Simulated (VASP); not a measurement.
A convergence study with VASP on CdSe (wurtzite): one setting is varied, all else stays as given below, so the limit is that of these other settings.

```yaml
crystal:
  lattice:
    - [2.15000, -3.72391, 0.00000]
    - [2.15000, 3.72391, 0.00000]
    - [0.00000, 0.00000, 7.01000]
  atoms:
    - { symbol: Cd, position: [0.66667, 0.33333, 0.50000] }
    - { symbol: Cd, position: [0.33333, 0.66667, 0.00000] }
    - { symbol: Se, position: [0.66667, 0.33333, 0.87600] }
    - { symbol: Se, position: [0.33333, 0.66667, 0.37600] }
```

These are PBE GGA, VASP's PBE PAW potentials (set 64) (plane waves; VASP) values and carry that method's errors. The tightest run used: 550 eV cut-off, 11×11×6 Monkhorst-Pack mesh, Gaussian smearing of 0.050 eV, potentials Cd Se.

| setting | E (eV/atom) | pressure (GPa) | irreducible k-points |
|---|---|---|---|
| 1×1×1 mesh | 0.3369 | 22.51 | 1 |
| 2×2×1 mesh | -2.8522 | 2.48 | 2 |
| 3×3×2 mesh | -2.6829 | 3.82 | 3 |

Task: These are the cheaper rows. Estimate the results at 11×11×6 mesh, and how far the last row shown lies from them.

Result: 
```
quantity        tightest run  last row shown is off by
--------------  ------------  ------------------------
E (eV/atom)          -2.7308                    0.0479
pressure (GPa)          3.31                      0.51
```

Left out are rungs that failed or repeat a setting and relaxations that didn't move; long series are thinned to 24 rows.

The compound is CdSe in the wurtzite structure. The cell was not relaxed at this level.
